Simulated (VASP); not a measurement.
Crystal: Bi3SbO3.

```xyz
7
Lattice="5.8377 0.0000 0.0000 -2.9189 5.0556 0.0000 0.0000 0.0000 6.1391" Properties=species:S:1:pos:R:3 pbc="T T T"
Sb    0.0000    0.0000    3.0696
Bi    2.9189    0.0000    0.0000
Bi   -1.4594    2.5278    0.0000
Bi    1.4594    2.5278    0.0000
O     2.9189    0.0000    3.0696
O    -1.4594    2.5278    3.0696
O     1.4594    2.5278    3.0696
```

The cell was built by a generator and needn't be a form met in nature.

```yaml
Program: VASP 6.6.1
Task: relaxation of cell and atoms
Functional: PBE
Potentials_or_basis: VASP PAW PBE potentials, release 64 (Sb, Bi_d, O)
Cutoff: 520 eV
k_mesh: 3 × 3 × 3
Occupations: gaussian, width 0.15 eV
Spin: no spin polarisation
```

At the start: pressure -3.7 GPa; volume 25.88 Å³/atom.

Problem. Where does the relaxation end?

Solution. Over 8 steps the energy falls by 817.0 meV/atom and the volume is 22.39 Å³/atom (-13.5 %); space group P6/mmm (No. 191, to 0.05 Å).

Step by step:
```
step  energy change (eV)  largest force (eV/Å)  pressure (GPa)  volume (Å³)
   1              0.0000                0.0000           -3.67       181.19
   2             -2.9932                0.0000           -5.03       164.73
   3             -5.4145                0.0000            8.20       141.45
   4             -5.4499                0.0000           -0.01       148.69
   5             -5.5920                0.0000            3.19       145.31
   6             -5.5866                0.0000            3.93       144.51
   7             -5.7198                0.0000            0.51       154.84
   8             -5.7193                0.0000            0.09       156.73
```

Final structure:
```cif
data_structure
_symmetry_space_group_name_H-M 'P 1'
_symmetry_Int_Tables_number 1
_cell_length_a 6.3649
_cell_length_b 6.3649
_cell_length_c 4.4674
_cell_angle_alpha 90.000
_cell_angle_beta 90.000
_cell_angle_gamma 120.000
_cell_volume 156.73
loop_
_atom_site_label
_atom_site_type_symbol
_atom_site_fract_x
_atom_site_fract_y
_atom_site_fract_z
_atom_site_occupancy
Sb1 Sb 0.00000 0.00000 0.50000 1
Bi1 Bi 0.50000 0.00000 0.00000 1
Bi2 Bi 0.00000 0.50000 0.00000 1
Bi3 Bi 0.50000 0.50000 0.00000 1
O1 O 0.50000 0.00000 0.50000 1
O2 O 0.00000 0.50000 0.50000 1
O3 O 0.50000 0.50000 0.50000 1
```

Caveat: the k mesh is coarse (spacing up to 0.41 Å⁻¹), so the values aren't converged.
